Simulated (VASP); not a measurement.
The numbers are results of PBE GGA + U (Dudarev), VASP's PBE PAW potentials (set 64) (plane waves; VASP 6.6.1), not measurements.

Input for VASP

File KPOINTS:
```
Automatic
0
G
  6 6 3
0 0 0
```

### POSCAR
```
ZnS
6.38520
  0.3051118211  -0.5284691161   0.0000000000
  0.3051118211   0.5284691161   0.0000000000
  0.0000000000   0.0000000000   1.0000000000
Zn S
2 2
Cart
  0.3051118211  -0.1761567243   0.5000000000
  0.3051118211   0.1761567243   0.0000000000
  0.3051118211  -0.1761567243   0.8750000000
  0.3051118211   0.1761567243   0.3750000000
```

### INCAR
```
SYSTEM=ZnS
PREC=Accurate; ENCUT=400; LREAL=F
LASPH=T
EDIFF=1E-6; NELM=100; ALGO=Normal
LMAXMIX=4
ISMEAR=0; SIGMA=0.05
GGA=PE
LDAUL=2 -1
LDAUU=3.0 0
LDAUJ=0 0
LDAU=T; LDAUTYPE=2; LDAUPRINT=1
ISIF=2
LWAVE=F; LCHARG=F; LORBIT=10
```

POTCAR, in this order: Zn S (PBE.64 set). Program: vasp_std.

The run wrote:

OUTCAR:
```
 ion  position               nearest neighbor table
   1  0.667  0.333  0.500-   4 2.39   4 2.39   4 2.39   3 2.39
   2  0.333  0.667  0.000-   3 2.39   3 2.39   3 2.39   4 2.39
   3  0.667  0.333  0.875-   2 2.39   2 2.39   2 2.39   1 2.39
   4  0.333  0.667  0.375-   1 2.39   1 2.39   1 2.39   2 2.39
  LATTYP: Found a hexagonal cell.
 ALAT       =     3.8963996680
 C/A-ratio  =     1.6387435951
 Subroutine PRICEL returns:
 Original cell was already a primitive cell.
 Subroutine GETGRP returns: Found 12 space group operations
The static configuration has the point symmetry C_3v.
 The point group associated with its full space group is C_6v.
The dynamic configuration has the point symmetry C_3v.
 Subroutine INISYM returns: Found 12 space group operations
 Subroutine IBZKPT returns following result:
 Found     14 irreducible k-points:

 Following reciprocal coordinates:
            Coordinates               Weight
  0.000000  0.000000  0.000000      1.000000
  0.166667  0.000000  0.000000      6.000000
  0.333333  0.000000  0.000000      6.000000
  0.500000  0.000000  0.000000      3.000000
  0.166667  0.166667  0.000000      6.000000
...
```

File OSZICAR:
```
       N       E                     dE             d eps       ncg     rms          rms(c)
DAV:   1     0.206967628976E+03    0.20697E+03   -0.15459E+04   616   0.163E+03
DAV:   2     0.476886274976E+01   -0.20220E+03   -0.19744E+03   652   0.332E+02
DAV:   3    -0.136149727968E+02   -0.18384E+02   -0.18324E+02   730   0.109E+02
DAV:   4    -0.139387866247E+02   -0.32381E+00   -0.32360E+00   718   0.150E+01
DAV:   5    -0.139446167142E+02   -0.58301E-02   -0.58295E-02   754   0.181E+00    0.932E+00
DAV:   6    -0.131958559387E+02    0.74876E+00   -0.18604E+00   932   0.291E+01    0.704E+00
DAV:   7    -0.131851349227E+02    0.10721E-01   -0.96145E-01   730   0.629E+00    0.295E+00
DAV:   8    -0.131818567703E+02    0.32782E-02   -0.58400E-02   782   0.255E+00    0.635E-01
DAV:   9    -0.131825229357E+02   -0.66617E-03   -0.68245E-03   790   0.150E+00    0.167E-01
DAV:  10    -0.131826802770E+02   -0.15734E-03   -0.74256E-04   708   0.294E-01    0.101E-01
DAV:  11    -0.131829098400E+02   -0.22956E-03   -0.27185E-04   718   0.117E-01    0.758E-02
DAV:  12    -0.131829134117E+02   -0.35717E-05   -0.25699E-05   760   0.935E-02    0.694E-03
DAV:  13    -0.131829162747E+02   -0.28630E-05   -0.75820E-06   676   0.315E-02    0.293E-03
DAV:  14    -0.131829163973E+02   -0.12254E-06   -0.76015E-07   524   0.136E-02
   1 F= -.13182916E+02 E0= -.13182916E+02  d E =-.186953E-10
```

### OUTCAR
```
------------------------ aborting loop because EDIFF is reached ----------------------------------------
  FORCE on cell =-STRESS in cart. coord.  units (eV):
  Direction    XX          YY          ZZ          XY          YZ          ZX
  --------------------------------------------------------------------------------------
  Total       -1.7270347     -1.7270343     -1.7650568      0.0000000      0.0000000     -0.0000000
  in kB      -32.9594139    -32.9594064    -33.6850433      0.0000000      0.0000000     -0.0000000
  external PRESSURE =     -33.2012879 kB  Pullay stress =       0.0000000 kB
  volume of cell :       83.95
      direct lattice vectors                 reciprocal lattice vectors
     1.948200000 -3.374381000  0.000000000     0.256647161 -0.148175325  0.000000000
     1.948200000  3.374381000  0.000000000     0.256647161  0.148175325  0.000000000
     0.000000000  0.000000000  6.385200000     0.000000000  0.000000000  0.156612166
  FREE ENERGIE OF THE ION-ELECTRON SYSTEM (eV)
  ---------------------------------------------------
  free  energy   TOTEN  =       -13.1829163973 eV

  energy  without entropy=      -13.1829163972  energy(sigma->0) =      -13.18291640

 total charge

# of ion       s       p       d       tot
------------------------------------------
    1        0.496   0.418   9.845  10.759
    2        0.496   0.418   9.845  10.759
    3        1.316   2.413   0.000   3.729
    4        1.316   2.413   0.000   3.729
--------------------------------------------------
tot          3.625   5.662  19.689  28.976
```
(Selected blocks of OUTCAR.)

The compound is ZnS in the wurtzite structure, the high-temperature form. The cell was not relaxed at this level. The run is one of a series of settings (LDAU = .TRUE., LDAUJ = 0 0, LDAUL = 2 -1, LDAUTYPE = 2, LDAUU = 3.0 0 against the base run), some of them coarse on purpose.
